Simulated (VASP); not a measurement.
OSZICAR of a VASP run on PtSe$_{2}$ (1T layered):

### OSZICAR
```
       N       E                     dE             d eps       ncg     rms          rms(c)
DAV:   1     0.113242169897E+03    0.11324E+03   -0.10250E+04  2440   0.129E+03
DAV:   2    -0.101550920471E+02   -0.12340E+03   -0.12119E+03  3051   0.236E+02
DAV:   3    -0.148642777933E+02   -0.47092E+01   -0.46893E+01  2897   0.493E+01
DAV:   4    -0.149013739988E+02   -0.37096E-01   -0.37119E-01  2939   0.470E+00
DAV:   5    -0.149017683901E+02   -0.39439E-03   -0.39473E-03  2932   0.453E-01    0.122E+01
DAV:   6    -0.144119918935E+02    0.48978E+00   -0.50954E+00  2421   0.218E+01    0.765E+00
DAV:   7    -0.142024628326E+02    0.20953E+00   -0.94803E-01  2428   0.103E+01    0.372E+00
DAV:   8    -0.141874334816E+02    0.15029E-01   -0.66330E-02  2540   0.189E+00    0.854E-01
DAV:   9    -0.141861459563E+02    0.12875E-02   -0.10226E-02  2708   0.105E+00    0.187E-01
DAV:  10    -0.141862900124E+02   -0.14406E-03   -0.13090E-03  2673   0.272E-01    0.430E-02
DAV:  11    -0.141863622654E+02   -0.72253E-04   -0.51739E-05  2967   0.706E-02    0.227E-02
DAV:  12    -0.141863353787E+02    0.26887E-04   -0.10129E-05  2568   0.254E-02    0.314E-03
DAV:  13    -0.141863329706E+02    0.24081E-05   -0.72916E-07  3191   0.609E-03    0.140E-03
DAV:  14    -0.141863314474E+02    0.15232E-05   -0.88851E-08  1907   0.252E-03    0.526E-04
DAV:  15    -0.141863314848E+02   -0.37381E-07   -0.13817E-08  1263   0.871E-04
   1 F= -.15400477E+02 E0= -.15400477E+02  d E =0.000000E+00
```

### Question
Which electronic solver shows in the log?

### Answer
It is blocked Davidson (ALGO = Normal, or the opening steps of other solvers). The INCAR had ALGO = Normal.

### Question
Can the final energy be trusted as converged?

### Answer
The calculation finished and met its thresholds. It stopped with EDIFF = 1E-7, NELM = 100 (PBE GGA with D3 dispersion (zero damping), plane waves, VASP's PBE PAW potentials (set 64)).

The compound is PtSe2 in the 1T layered structure. It was relaxed first.
